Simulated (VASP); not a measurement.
Hf (space group P6/mmm): computed properties

All values below come from r2SCAN meta-GGA, VASP's PBE PAW potentials (set 64) (plane waves; VASP 6.6.1).

```
Property                                                                                  Value
----------------------------------  -----------------------------------------------------------
space group                                                                        P6/mmm (191)
cell                                a = b = 4.9626 Å, c = 3.0843 Å, α = β = 90.00°, γ = 120.00°
volume per atom                                                                   21.93 Å³/atom
band gap (over mesh and band path)                     none (metal, semimetal or under 0.01 eV)
band gap with spin-orbit coupling                                               none (metallic)
density                                                                             13.52 g/cm³
```

```cif
data_Hf3
_chemical_formula_sum 'Hf3'
_space_group_name_H-M_alt 'P6/mmm'
_space_group_IT_number 191
_space_group_name_Hall '-P 6 2'
_cell_length_a 4.96259
_cell_length_b 4.96259
_cell_length_c 3.08428
_cell_angle_alpha 90.000
_cell_angle_beta 90.000
_cell_angle_gamma 120.000
loop_
_atom_site_label
_atom_site_type_symbol
_atom_site_symmetry_multiplicity
_atom_site_Wyckoff_symbol
_atom_site_fract_x
_atom_site_fract_y
_atom_site_fract_z
_atom_site_occupancy
Hf1 Hf 2 d 0.33333 0.66667 0.50000 1
Hf2 Hf 1 a 0.00000 0.00000 0.00000 1
```

Unless said otherwise, spin-orbit coupling is left out, though it shifts the bands of the heavy elements here.

The structure comes from a computed database's Hf entry (P6/mmm); how it stands against other phases isn't given here. It was relaxed first. Symmetry was kept, so distortions that lower it aren't found.
